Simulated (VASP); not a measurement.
The system is ScIn3N2.

```
Sc In N
1.0
    -2.58933    2.58933    4.54844
     2.58933   -2.58933    4.54844
     2.58933    2.58933   -4.54844
Sc In N
1 3 2
Direct
  0.50000 0.50000 0.00000
  0.72428 0.72428 0.00000
  0.27572 0.27572 0.00000
  0.00000 0.00000 0.00000
  0.50000 0.00000 0.50000
  0.00000 0.50000 0.50000
```

The cell was built by a generator and needn't be a form met in nature.

| Item | Value |
| --- | --- |
| Program | VASP 6.6.1 |
| Task | relaxation of cell and atoms |
| Functional | PBE |
| Potentials or basis | VASP PAW PBE potentials, release 64 (Sc_sv, In_d, N) |
| Cutoff | 520 eV |
| k mesh | 4 × 4 × 4 |
| Occupations | gaussian, width 0.15 eV |
| Spin | no spin polarisation |

At the start: pressure 17.7 GPa; volume 20.33 Å³/atom.

**Question.** Where does the relaxation end?

**Answer.** Over 16 steps the energy falls by 2024.2 meV/atom and the volume is 20.18 Å³/atom (-0.7 %); space group I4/mmm (No. 139, to 0.05 Å).

Step by step:
```tsv
step	energy change (eV)	largest force (eV/Å)	pressure (GPa)	volume (Å³)
1	0.0000	10.9088	17.69	121.98
2	-11.0583	0.3489	-10.04	148.58
3	-10.5616	0.4604	-9.54	140.55
4	-11.0101	0.4235	-10.42	145.04
5	-11.8006	0.4377	7.45	116.96
6	-12.0140	0.5061	-0.54	124.61
7	-12.0140	0.5115	-0.23	124.22
8	-12.0414	0.4266	-0.11	123.54
9	-12.1004	0.3353	0.00	121.49
10	-12.0918	0.0757	1.58	117.33
11	-12.1178	0.3164	0.81	119.75
12	-12.1399	0.0919	-0.28	121.26
13	-12.1421	0.0224	-0.66	121.79
14	-12.1409	0.0395	0.73	120.50
15	-12.1447	0.0814	0.12	121.19
16	-12.1451	0.0595	0.03	121.09
```

Final structure:
```cif
data_structure
_symmetry_space_group_name_H-M 'P 1'
_symmetry_Int_Tables_number 1
_cell_length_a 7.0281
_cell_length_b 7.0281
_cell_length_c 7.0281
_cell_angle_alpha 143.678
_cell_angle_beta 143.678
_cell_angle_gamma 52.309
_cell_volume 121.09
loop_
_atom_site_label
_atom_site_type_symbol
_atom_site_fract_x
_atom_site_fract_y
_atom_site_fract_z
_atom_site_occupancy
Sc1 Sc 0.50000 0.50000 0.00000 1
In1 In 0.75900 0.75900 0.00000 1
In2 In 0.24100 0.24100 0.00000 1
In3 In 0.00000 0.00000 0.00000 1
N1 N 0.50000 0.00000 0.50000 1
N2 N 0.00000 0.50000 0.50000 1
```

Caveat: the k mesh is coarse (spacing up to 0.43 Å⁻¹), so the values aren't converged.
